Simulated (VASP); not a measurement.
An input for Quantum ESPRESSO's pw.x (written as the equivalent of a VASP run, and not itself run):

```
&CONTROL
  calculation = 'scf'
  pseudo_dir = './pseudo'
  outdir = './out'
  tprnfor = .true.
  tstress = .true.
/
&SYSTEM
  ibrav = 0
  nat = 1
  ntyp = 1
  ecutwfc = 76
  occupations = 'smearing'
  smearing = 'methfessel-paxton'
  degauss = 0.00735
  input_dft = 'rpbe'
/
&ELECTRONS
  conv_thr = 7.3e-09
  electron_maxstep = 100
/
ATOMIC_SPECIES
  Au 196.967 Au.upf
CELL_PARAMETERS angstrom
     0.0000000    2.0753461    2.0753461
     2.0753461    0.0000000    2.0753461
     2.0753461    2.0753461    0.0000000
ATOMIC_POSITIONS crystal
  Au   0.0000000  0.0000000  0.0000000
K_POINTS automatic
  15 15 15 0 0 0
```

Task: Translate this input to VASP (INCAR, KPOINTS, POSCAR, choice of POTCAR).

Result: Several could match; the one computed here: 
File KPOINTS:
```
Automatic mesh
0
Gamma
15 15 15
0 0 0
```

POSCAR:
```
Au
4.1506920
  0.0000000000   0.5000000200   0.5000000200
  0.5000000200   0.0000000000   0.5000000200
  0.5000000200   0.5000000200   0.0000000000
Au
1
Cartesian
  0.0000000000   0.0000000000   0.0000000000
```

### INCAR
```
SYSTEM = Au
PREC = Accurate
ENCUT = 520
EDIFF = 1E-7
NELM = 100
ALGO = Normal
LREAL = .FALSE.
LASPH = .TRUE.
ISMEAR = 1
SIGMA = 0.1
GGA = RP
LMAXMIX = 6
LWAVE = .FALSE.
LCHARG = .FALSE.
ISIF = 2
```

POTCAR, in this order: Au (PBE.64 set). Program: vasp_std.

What does not carry over: the potentials are each code's own (VASP's PAW set, PseudoDojo norm-conserving files in pw.x), so ENCUT and ecutwfc are chosen apart and not converted; conv_thr bounds pw.x's estimated SCF error, while EDIFF bounds the energy change between steps.

The compound is Au in the fcc structure. This cell is one point of a volume scan, at 0.97 of the reference volume.
